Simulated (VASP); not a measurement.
A run of VASP 6.6.1 is set up as follows.

The input INCAR:

```
SYSTEM = Mg6CuNi
  PREC = Accurate
  ENCUT = 520
  EDIFF = 1E-7
  ISMEAR = -1
  SIGMA = 0.05
  LREAL = .FALSE.
  LASPH = .TRUE.
  NELM = 150
  ALGO = Normal
  ISIF = 2
  LWAVE = .FALSE.
  LCHARG = .TRUE.
  ISPIN = 2
  MAGMOM = 0.6 1 0 0 0 0 0 0
  LORBIT = 11
  LMAXMIX = 4
  GGA = PE
  LELF = .TRUE.
  LVHAR = .TRUE.
  NBANDS = 30
```

File KPOINTS:

```
Automatic mesh
0
G
  6 5 5
  0 0 0
```

File POSCAR:

```
Mg6CuNi
1.0
    4.7247480000      0.0000000000      0.0000000000
    0.0000000000      3.0683045000      5.1192140000
    0.0000000000     -3.0683045000      5.1192140000
Cu Ni Mg
1 1 6
Direct
    0.5000000000      0.8328400000      0.8328400000
    0.5000000000      0.3329500000      0.3329500000
    0.0000000000      0.1741270000      0.1741270000
    0.0000000000      0.6718410000      0.6718410000
    0.0000000000      0.1635310000      0.6554810000
    0.0000000000      0.6554810000      0.1635310000
    0.5000000000      0.3338580000      0.8353760000
    0.5000000000      0.8353760000      0.3338580000
```

Potentials or basis: VASP PAW PBE potentials, release 64 (Cu, Ni, Mg).

Command:

```console
$ cat potpaw_PBE.64/Cu/POTCAR potpaw_PBE.64/Ni/POTCAR potpaw_PBE.64/Mg/POTCAR > POTCAR
$ mpirun -np 1 vasp_std > vasp.out
```

Task: Predict the pressure.

Result: -0.2 GPa.

Task: Estimate the band gap on the k mesh.

Result: None (metal or under the smearing width).

Stress tensor (GPa, compression positive):
```
-1.10  0.00  0.00
 0.00  0.90  0.00
 0.00  0.00 -0.33
```
